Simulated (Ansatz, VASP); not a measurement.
Given: the input of a run of Ansatz 0.2.0 on RuAu.

The input input.yaml:

```yaml
crystal:
  lattice:
    - [3.2268808565, 0.0, 0.0]
    - [0.0, 3.2268808565, 0.0]
    - [0.0, 0.0, 3.2268808565]
  atoms:
    - { symbol: Ru, position: [0.0, 0.0, 0.0] }
    - { symbol: Au, position: [0.5, 0.5, 0.5] }
hamiltonian:
  xc: pbe
  pseudopotentials: { kind: paw }
kpoints:
  mp_grid: { grid: [8, 8, 8] }
scf:
  occupations: { method: fermi_dirac, width: 0.05 }
output:
  forces: true
  stress: true
  eigenvalues: true
```

Potentials or basis: Ansatz PAW.

Command:

```console
$ ansatz run input.yaml --threads 1 --pin off --max-ram 3584MiB --backend cpu --events-out ev --progress --plain --runs-dir out
```

Task: Set up the same calculation for VASP 6.6.1. Potentials there: VASP PAW PBE potentials, release 64 (Ru_pv, Au).

Result: As run (the cutoff follows the program's own potentials):

INCAR

```
PREC = Accurate
ENCUT = 520
EDIFF = 1E-7
ISMEAR = -1
SIGMA = 0.05
LREAL = False
LASPH = True
NELM = 100
ALGO = Normal
ISIF = 2
LWAVE = False
LCHARG = True
GGA = PE
LELF = True
LVHAR = True
NBANDS = 20
```

Contents of KPOINTS:

```
regular mesh
0
Gamma
  8 8 8
```

Contents of POSCAR:

```
RuAu
1.0
    3.2268808565      0.0000000000      0.0000000000
    0.0000000000      3.2268808565      0.0000000000
    0.0000000000      0.0000000000      3.2268808565
Ru Au
1 1
Direct
    0.0000000000      0.0000000000      0.0000000000
    0.5000000000      0.5000000000      0.5000000000
```

Potentials or basis: VASP PAW PBE potentials, release 64 (Ru_pv, Au).

Run with:

```console
$ cat potpaw_PBE.64/Ru_pv/POTCAR potpaw_PBE.64/Au/POTCAR > POTCAR
$ mpirun -np 1 vasp_std > vasp.out
```

Both were run:

|  | VASP | Ansatz | Ansatz less VASP |
| --- | --- | --- | --- |
| gap on the k mesh at the Fermi level (eV) | none | none | - |
| pressure (GPa) | -10.3 | -10.0 | +0.21 |

A gap of «none» marks a metal or a gap that the smearing closes. The functional is the same, so the differences come from potentials, cutoffs and numerics. The two sets of potentials don't hold the same shells in valence.

Spin-orbit coupling is left out, which matters for the levels of Au.
